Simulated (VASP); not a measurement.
Data:

```xyz
2
Lattice="1.6923 -2.9312 0.0000 1.6923 2.9312 0.0000 0.0000 0.0000 5.4954" Properties=species:S:1:pos:R:3 pbc="T T T"
Tl     1.6923     0.9771     1.3738
Tl     1.6923    -0.9771     4.1215
```

Level of theory: LDA (Ceperley-Alder, Perdew-Zunger), VASP's LDA PAW potentials (set 64) (plane waves; VASP). Numerical set-up: 520 eV cut-off, 14×14×8 Γ-centred mesh, tetrahedra with Blöchl corrections, potentials Tl_d.

### Question
The job: Tl (hcp), 2 atoms, LDA, static run, 520 eV, 14×14×8 Γ-centred mesh. Roughly how much core time does it take on a busy server core?

### Answer
About 40 core-seconds (one run on a shared machine, a rough figure). It had 120 irreducible k-points, 17 bands, up to 1496 plane waves and 12 electronic steps.

The compound is Tl in the hcp structure. It was relaxed first.
